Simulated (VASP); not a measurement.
A convergence study with VASP on Mo (bcc): one setting is varied, all else stays as given below, so the limit is that of these other settings. Each run relaxes cell and ions from the cell shown.

```yaml
crystal:
  lattice:
    - [-1.57500, 1.57500, 1.57500]
    - [1.57500, -1.57500, 1.57500]
    - [1.57500, 1.57500, -1.57500]
  atoms:
    - { symbol: Mo, position: [0.00000, 0.00000, 0.00000] }
```

These are PBE GGA, VASP's PBE PAW potentials (set 64) (plane waves; VASP) values and carry that method's errors. The tightest run used: 550 eV cut-off, 21×21×21 Γ-centred mesh, first-order Methfessel-Paxton smearing of 0.10 eV, potentials Mo_sv.

| setting | relaxed volume (Å³/atom) | E (eV/atom) | irreducible k-points |
|---|---|---|---|
| 2×2×2 mesh | 16.549 | -9.6456 | 3 |
| 3×3×3 mesh | 16.533 | -10.4018 | 4 |
| 4×4×4 mesh | 15.845 | -10.8990 | 8 |
| 5×5×5 mesh | 15.664 | -10.9591 | 10 |

Question: These are the cheaper rows. Estimate the results at 21×21×21 mesh, and how far the last row shown lies from them.

Answer: 
| quantity | tightest run | last row shown is off by |
|---|---|---|
| relaxed volume (Å³/atom) | 15.816 | -0.152 |
| E (eV/atom) | -10.9332 | -0.0258 |

Left out are rungs that failed or repeat a setting and relaxations that didn't move; long series are thinned to 24 rows.

The compound is Mo in the bcc structure.
